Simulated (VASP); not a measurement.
A snapshot from molecular dynamics of Ta, step 141; the first frame, the perfect lattice, has an electronic free energy F (no ionic kinetic energy) of -11.891 eV/atom. The Γ point alone samples so small a cell crudely.

Consider the following.

```
Ta
1.0
    9.90000     0.00000     0.00000
    0.00000     9.90000     0.00000
    0.00000     0.00000     9.90000
Ta
54
Direct
  0.99213   0.99596   0.99852
  0.31536   0.01474   0.00854
  0.67139   0.01289   0.99545
  0.02541   0.30935   0.02083
  0.97481   0.00482   0.34492
  0.19595   0.13641   0.22951
  0.31746   0.34549   0.00630
  0.37980   0.92037   0.28039
  0.48944   0.18357   0.16840
  0.65950   0.33036   0.99677
  0.66461   0.00017   0.33085
  0.83869   0.17585   0.16726
  0.00615   0.69398   0.98791
  0.99683   0.35184   0.32300
  0.15831   0.52209   0.17899
  0.32288   0.68374   0.00923
  0.00102   0.00556   0.67429
  0.16857   0.16329   0.50694
  0.33206   0.35593   0.33833
  0.49649   0.50738   0.16641
  0.69188   0.62538   0.96488
  0.32881   0.99515   0.65201
  0.48723   0.16147   0.46023
  0.66141   0.33827   0.32026
  0.83077   0.50075   0.16632
  0.65869   0.03235   0.65755
  0.82443   0.19706   0.49744
  0.97979   0.66950   0.36044
  0.15139   0.83753   0.17222
  0.00501   0.33252   0.67583
  0.16074   0.50513   0.50961
  0.32179   0.66512   0.32969
  0.56297   0.78006   0.11878
  0.16868   0.16912   0.82436
  0.32250   0.33966   0.64900
  0.51404   0.50309   0.48866
  0.67703   0.65296   0.35507
  0.82636   0.83144   0.17096
  0.47596   0.17336   0.82130
  0.64544   0.32458   0.67402
  0.82771   0.49115   0.53308
  0.83541   0.17422   0.84221
  0.00485   0.66983   0.68843
  0.16048   0.83608   0.48937
  0.17198   0.49837   0.84593
  0.32779   0.65080   0.66514
  0.51151   0.82620   0.49672
  0.49175   0.49485   0.83280
  0.66567   0.65872   0.67740
  0.83733   0.85311   0.51178
  0.85673   0.47333   0.83646
  0.18053   0.83879   0.82449
  0.49088   0.83898   0.80610
  0.83560   0.84726   0.84862
```

The numbers are results of PBE GGA, VASP's PBE PAW potentials (set 64) (plane waves; VASP), not measurements. Run with PREC = Normal, LREAL = Auto, ISYM = 0, EDIFF = 1E-5, 300 eV cut-off, 1×1×1 Γ-centred mesh, Fermi-Dirac smearing of 0.22 eV, potentials Ta.

Task: Give F per atom of this frame and the forces (eV/Å).

Result: -11.697 eV/atom.
```csv
atom,Fx,Fy,Fz
Ta1,0.58,1.07,0.49
Ta2,0.66,-0.41,-0.85
Ta3,-0.95,-0.05,0.37
Ta4,-0.43,0.80,-0.14
Ta5,1.14,0.23,-0.34
Ta6,-0.30,0.08,-1.03
Ta7,1.30,-0.53,0.12
Ta8,0.73,1.64,-0.20
Ta9,-0.02,-0.65,-1.04
Ta10,0.13,0.12,0.42
Ta11,0.62,0.19,-0.33
Ta12,-0.88,-0.78,0.34
Ta13,-0.29,-1.87,1.30
Ta14,-0.20,-0.81,1.34
Ta15,-0.12,-0.60,-1.10
Ta16,0.99,-0.38,-0.35
Ta17,-0.16,-0.14,-0.64
Ta18,-1.07,0.66,-0.33
Ta19,-0.32,-0.30,-0.47
Ta20,0.35,-0.48,-0.26
Ta21,0.73,0.88,0.10
Ta22,0.57,0.19,-0.17
Ta23,-0.24,-0.08,1.61
Ta24,0.01,0.15,0.31
Ta25,0.33,0.22,-0.04
Ta26,0.11,-1.89,-0.05
Ta27,0.37,-2.03,0.29
Ta28,0.90,-0.06,-0.94
Ta29,-0.89,0.08,-0.05
Ta30,0.41,-0.21,-0.40
Ta31,-0.57,0.33,-0.59
Ta32,0.77,-0.48,1.02
Ta33,-1.18,1.42,0.36
Ta34,-0.30,-0.49,-0.08
Ta35,1.22,-0.16,0.97
Ta36,-1.68,-0.56,1.45
Ta37,0.10,1.24,-1.24
Ta38,0.39,0.41,0.11
Ta39,0.61,-0.60,0.84
Ta40,1.11,0.52,-0.46
Ta41,0.15,0.84,-1.05
Ta42,-0.13,-0.72,-0.36
Ta43,-0.26,0.20,-1.08
Ta44,0.01,0.27,1.01
Ta45,-0.82,0.42,-0.49
Ta46,0.80,1.48,-0.36
Ta47,-0.37,-0.02,0.97
Ta48,-0.88,0.19,-0.03
Ta49,0.11,0.60,-0.71
Ta50,-1.03,-0.93,0.38
Ta51,-0.58,1.02,0.73
Ta52,-1.01,0.31,0.85
Ta53,0.59,0.11,1.37
Ta54,-1.14,-0.39,-1.59
```

The cell is a supercell, built from Ta (bcc). Its lattice is the typed one, not relaxed at this level.
